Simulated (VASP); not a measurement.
```
CELL_PARAMETERS angstrom
      3.33006     0.00000     0.00000
     -1.66503     2.88392     0.00000
      0.00000     0.00000     3.24997
ATOMIC_POSITIONS crystal
  Ru 0.00000 0.00000 0.00000
  Se 0.66667 0.33333 0.50000
```

The base run (VASP): PBE GGA, plane waves, VASP's PBE PAW potentials (set 64). Settings: 400 eV cut-off, 8×8×7 Γ-centred mesh, Gaussian smearing of 0.050 eV, potentials Ru_pv Se.

One setting is varied; ΔE counts from the most expensive setting. The base run took about 8 core-seconds. Times come from single runs on busy shared machines, so they are rough: good to a factor of about 2.

Pressures at a finite cut-off, here 400 eV, hold a Pulay part, which wasn't tested here.

```tsv
setting	cost over the base run	electronic steps	ΔE (meV/atom)	pressure (GPa)
KPOINTS 3×3×3 Γ-centred mesh	within a factor of 2	12	-183.2	9.99
KPOINTS 5×5×4 Γ-centred mesh	within a factor of 2	12	9.1	11.73
KPOINTS 7×7×6 Γ-centred mesh	within a factor of 2	12	2.7	12.27
base run	reference	12	3.5	12.49
KPOINTS 10×10×9 Γ-centred mesh	within a factor of 2	12	0.8	12.24
KPOINTS 11×11×10 Γ-centred mesh	within a factor of 2	12	-0.5	12.29
KPOINTS 13×13×11 Γ-centred mesh	[?]	12	[?]	[?]
KPOINTS 14×14×12 Γ-centred mesh	about 3 times	12	0.0	12.32
```

### Question
Fill in the missing entries.

### Answer

- KPOINTS 13×13×11 Γ-centred mesh, cost over the base run: about 2 times
- KPOINTS 13×13×11 Γ-centred mesh, ΔE (meV/atom): -0.2
- KPOINTS 13×13×11 Γ-centred mesh, pressure (GPa): 12.30

Left out are runs that failed, have no time on record or changed the cell.

The structure was generated: RuSe was put into the WC type (P-6m2), which need not be its known phase. The cell was not relaxed at this level.
